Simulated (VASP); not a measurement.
Method: PBE GGA, VASP's PBE PAW potentials (set 64) (plane waves; VASP).

The input files of a VASP run:

**INCAR**
```
SYSTEM = Ba
LASPH = T   ! aspherical one-centre terms
ISIF = 2
ENCUT = 400
PREC = Accurate
LMAXMIX = 4
LWAVE = F
NELM = 100   ! most electronic steps
GGA = PE
LREAL = F
EDIFF = 1E-7   ! SCF stop (eV)
NEDOS = 601   ! DOS grid
ISMEAR = -5
LCHARG = T
LORBIT = 11   ! lm-projected
ALGO = Normal
```

KPOINTS:
```
Automatic mesh
0
Gamma
12 12 12
0 0 0
```

**POSCAR**
```
Ba
1
   -2.5131673411     2.5131673411     2.5131673411
    2.5131673411    -2.5131673411     2.5131673411
    2.5131673411     2.5131673411    -2.5131673411
Ba
1
Direct
  0.0000000000   0.0000000000   1.0000000000
```

POTCAR, in this order: Ba_sv (PBE.64 set). Program: vasp_std.

Output of the run:

File OSZICAR:
```
       N       E                     dE             d eps       ncg     rms          rms(c)
DAV:   1     0.509313684043E+02    0.50931E+02   -0.37256E+03  1304   0.738E+02
DAV:   2     0.703224377731E-01   -0.50861E+02   -0.50274E+02  1547   0.140E+02
DAV:   3    -0.186026383852E+01   -0.19306E+01   -0.19260E+01  1714   0.319E+01
DAV:   4    -0.190711454154E+01   -0.46851E-01   -0.46908E-01  1984   0.413E+00
DAV:   5    -0.190747510840E+01   -0.36057E-03   -0.36217E-03  1968   0.273E-01    0.161E+00
DAV:   6    -0.190723565121E+01    0.23946E-03   -0.25500E-03  1692   0.594E-01    0.960E-01
DAV:   7    -0.190778379476E+01   -0.54814E-03   -0.60236E-03  1477   0.953E-01    0.404E-02
DAV:   8    -0.190798731627E+01   -0.20352E-03   -0.33006E-04  2113   0.118E-01    0.264E-02
DAV:   9    -0.190800317242E+01   -0.15856E-04   -0.70010E-06  1629   0.267E-02    0.793E-03
DAV:  10    -0.190801210741E+01   -0.89350E-05   -0.48990E-06  1715   0.165E-02    0.182E-03
DAV:  11    -0.190801248939E+01   -0.38198E-06   -0.47444E-07  1908   0.691E-03    0.752E-04
DAV:  12    -0.190801245372E+01    0.35664E-07   -0.27022E-08   909   0.145E-03
   1 F= -.19080125E+01 E0= -.19080125E+01  d E =0.000000E+00
```

OUTCAR:
```
------------------------ aborting loop because EDIFF is reached ----------------------------------------
  FORCE on cell =-STRESS in cart. coord.  units (eV):
  Direction    XX          YY          ZZ          XY          YZ          ZX
  --------------------------------------------------------------------------------------
  Total        0.0155907      0.0155907      0.0155907     -0.0000000     -0.0000000      0.0000000
  in kB        0.3934168      0.3934168      0.3934168     -0.0000000     -0.0000000      0.0000000
  external PRESSURE =       0.3934168 kB  Pullay stress =       0.0000000 kB
  volume of cell :       63.49
      direct lattice vectors                 reciprocal lattice vectors
    -2.513167341  2.513167341  2.513167341     0.000000000  0.198952132  0.198952132
     2.513167341 -2.513167341  2.513167341     0.198952132  0.000000000  0.198952132
     2.513167341  2.513167341 -2.513167341     0.198952132  0.198952132  0.000000000
 POSITION                                       TOTAL-FORCE (eV/Angst)
 -----------------------------------------------------------------------------------
      0.00000      0.00000      0.00000        -0.000000      0.000000     -0.000000
 -----------------------------------------------------------------------------------
    total drift:                                0.000000     -0.000000     -0.000000
  FREE ENERGIE OF THE ION-ELECTRON SYSTEM (eV)
  ---------------------------------------------------
  free  energy   TOTEN  =        -1.9080124537 eV

  energy  without entropy=       -1.9080124537  energy(sigma->0) =       -1.90801245

 total charge

# of ion       s       p       d       tot
------------------------------------------
    1        2.069   5.551   0.271   7.890
```
(Selected blocks of OUTCAR.)

For a metal the tetrahedron method with Blöchl corrections gives inexact stress and forces.

The compound is Ba in the bcc structure. It was relaxed first.
